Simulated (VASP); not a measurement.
Calculation: r2SCAN meta-GGA, VASP's PBE PAW potentials (set 64) (plane waves; VASP).

The input files of a VASP run:

### INCAR
```
! general
SYSTEM   =  Dy
PREC     =  Accurate
ENCUT    =  400
LREAL    =  .False.
LASPH    =  .True.   ! aspherical one-centre terms

! electronic loop
EDIFF    =  1E-6   ! SCF stop (eV)
NELM     =  100   ! most electronic steps
ALGO     =  Normal
LMAXMIX  =  6
LMIXTAU  =  .True.

! smearing
ISMEAR   =  1   ! Methfessel-Paxton
SIGMA    =  0.1

! functional
METAGGA  =  R2SCAN

! ions
IBRION   =  2
NSW      =  60   ! most ionic steps
ISIF     =  3
EDIFFG   =  -0.01

! output
LWAVE    =  .False.
LCHARG   =  .False.
```

KPOINTS:
```
Automatic
0
gamma
 12 12 12
0 0 0
```

### POSCAR
```
Dy
1
   -1.9898370000     1.9898370000     1.9898370000
    1.9898370000    -1.9898370000     1.9898370000
    1.9898370000     1.9898370000    -1.9898370000
Dy
1
Direct
  0.0000000000   0.0000000000   0.0000000000
```

POTCAR, in this order: Dy_3 (PBE.64 set). Program: vasp_std.

The 4f electrons are frozen in the core of the lanthanide potential, so 4f levels, which can set the real gap, and their magnetism are missing. Energy and stress use the plane-wave basis of the starting cell.

**Question.** Predict the energy per atom (σ→0), volume per atom, band gap (on the k-mesh).

**Answer.** 
The energy per atom (σ→0) comes out as -3073.7 kJ/mol-atom and the band gap (on the k-mesh) comes out as none (metal, semimetal or under 0.01 eV). The volume per atom is 32.17 Å³/atom.

### OSZICAR
```
...
   2 F= -.31855953E+02 E0= -.31856534E+02  d E =-.173404E-02
       N       E                     dE             d eps       ncg     rms          rms(c)
DAV:   1    -0.318566819071E+02   -0.72988E-03   -0.14918E-02  1152   0.108E+00    0.137E-01
DAV:   2    -0.318561901546E+02    0.49175E-03   -0.83193E-04  1256   0.373E-01    0.676E-02
DAV:   3    -0.318560106277E+02    0.17953E-03   -0.80343E-04  1736   0.265E-01    0.301E-02
DAV:   4    -0.318560379117E+02   -0.27284E-04   -0.25039E-05  1200   0.580E-02    0.192E-02
DAV:   5    -0.318560377853E+02    0.12646E-06   -0.57930E-06  1360   0.247E-02
   3 F= -.31856038E+02 E0= -.31856646E+02  d E =-.181920E-02
```

The structure was generated: Dy was put into the bcc type (Im-3m), which need not be its known phase. This run relaxes it. Symmetry was kept, so distortions that lower it aren't found.
